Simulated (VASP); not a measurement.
Output of a VASP run:

**OSZICAR**
```
       N       E                     dE             d eps       ncg     rms          rms(c)
DAV:   1    -0.792836502920E+01   -0.79284E+01   -0.61437E-01   595   0.235E+01    0.178E+00
DAV:   2    -0.791938414205E+01    0.89809E-02   -0.14831E-01   491   0.801E+00    0.931E-01
DAV:   3    -0.791975615520E+01   -0.37201E-03   -0.13990E-02   506   0.196E+00    0.564E-01
DAV:   4    -0.791954246286E+01    0.21369E-03   -0.97982E-04   461   0.411E-01    0.321E-01
DAV:   5    -0.791944722753E+01    0.95235E-04   -0.11711E-04   532   0.131E-01    0.180E-01
DAV:   6    -0.791942130669E+01    0.25921E-04   -0.27180E-05   451   0.527E-02    0.979E-02
DAV:   7    -0.791941116336E+01    0.10143E-04   -0.41179E-06   436   0.234E-02    0.532E-02
DAV:   8    -0.791940751294E+01    0.36504E-05   -0.14522E-06   401   0.108E-02    0.284E-02
DAV:   9    -0.791940629036E+01    0.12226E-05   -0.51353E-07   218   0.613E-03    0.154E-02
DAV:  10    -0.791940587233E+01    0.41803E-06   -0.23479E-07   208   0.424E-03
   1 F= -.79194059E+01 E0= -.79194059E+01  d E =-.518863E-12
       N       E                     dE             ncg
```

File OUTCAR:
```
------------------------ aborting loop because EDIFF is reached ----------------------------------------
  FORCE on cell =-STRESS in cart. coord.  units (eV):
  Direction    XX          YY          ZZ          XY          YZ          ZX
  --------------------------------------------------------------------------------------
  Total       -1.0095435     -1.0095435     -1.0095435      0.0000000      0.0000000      0.0000000
  in kB      -34.2159318    -34.2159318    -34.2159318      0.0000000      0.0000000      0.0000000
  external PRESSURE =     -34.2159318 kB  Pullay stress =       0.0000000 kB
  volume of cell :       47.27
      direct lattice vectors                 reciprocal lattice vectors
     0.000000000  2.869849240  2.869849240    -0.174225180  0.174225180  0.174225180
     2.869849240  0.000000000  2.869849240     0.174225180 -0.174225180  0.174225180
     2.869849240  2.869849240  0.000000000     0.174225180  0.174225180 -0.174225180
  FREE ENERGIE OF THE ION-ELECTRON SYSTEM (eV)
  ---------------------------------------------------
  free  energy   TOTEN  =        -7.9194058723 eV

  energy  without entropy=       -7.9194058723  energy(sigma->0) =       -7.91940587

  exchange ACFDT corr.  =         0.00000000  see jH, gK, PRB 81, 115126
```
(Selected blocks of OUTCAR.)

**POSCAR**
```
ZnSe
1
    0.0000000000     2.8698492404     2.8698492404
    2.8698492404     0.0000000000     2.8698492404
    2.8698492404     2.8698492404     0.0000000000
Zn Se
1 1
Direct
  1.0000000000   0.0000000000   1.0000000000
  0.2500000000   0.2500000000   0.2500000000
```

### Question
Reconstruct the remaining input files.

### Answer
Several could match; the one computed here: the input of the run itself, HSEsol screened hybrid, plane waves, VASP's PBE PAW potentials (set 64).

File KPOINTS_OPT:
```
named points and PBE's band edges
8
Reciprocal
  0.000000   0.000000   0.000000 1 ! GAMMA
 -0.500000  -0.500000   0.000000 1 ! X
  0.000000   0.000000   0.500000 1 ! L
 -0.500000  -0.250000   0.250000 1 ! W
 -0.375000   0.000000   0.375000 1 ! K
 -0.375000  -0.375000   0.250000 1 ! U
  0.000000   0.000000   0.035710 1 ! near an edge
 -0.035710  -0.035710   0.000000 1 ! near an edge
```

### INCAR
```
! general
SYSTEM  =ZnSe
PREC    =Accurate
ENCUT   =520
LREAL   =.FALSE.   ! projection in real space or not
LASPH   =.TRUE.   ! aspherical one-centre terms
ISYM    =3

! electronic loop
EDIFF   =1E-6   ! SCF stop (eV)
NELM    =60   ! most electronic steps
ALGO    =Normal   ! blocked Davidson
LMAXMIX =4

! smearing
ISMEAR  =0
SIGMA   =0.05   ! width (eV)

! functional
GGA     =PS   ! PBEsol
LHFCALC =.TRUE.
AEXX    =0.25
HFSCREEN=0.2
PRECFOCK=Fast

! ions
ISIF    =2

! output
LWAVE   =.FALSE.
LCHARG  =.FALSE.
```

File KPOINTS:
```
Automatic mesh
0
Gamma
6 6 6
0 0 0
```

POTCAR, in this order: Zn Se (PBE.64 set). Program: vasp_std. Read from the step before: WAVECAR.

The compound is ZnSe in the zinc blende structure. It was relaxed first.
